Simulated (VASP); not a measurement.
Consider the following.

```
CELL_PARAMETERS angstrom
      1.29903    -2.24998     0.00000
      1.29903     2.24998     0.00000
      0.00000     0.00000     4.45737
ATOMIC_POSITIONS crystal
  Zn 0.33333 0.66667 0.25000
  Zn 0.66667 0.33333 0.75000
```

Level of theory: PBE GGA, VASP's PBE PAW potentials (set 64) (plane waves; VASP 6.6.1). Run with 480 eV cut-off, 14×14×8 Γ-centred mesh, first-order Methfessel-Paxton smearing of 0.10 eV, potentials Zn.

Problem. Estimate the energy per atom (σ→0), pressure, band gap (on the k-mesh) with the smallest direct gap where there is one.

Solution. 
```json
{
 "band gap (on the k-mesh)": "none (metal, semimetal or under 0.01 eV)",
 "energy per atom (σ→0)": "-1.025 eV/atom",
 "pressure": "14.95 GPa"
}
```

Total energies compare only between runs with the same potentials, cut-off and functional.

The compound is Zn in the hcp structure. It was relaxed first under an external pressure of 15 GPa.
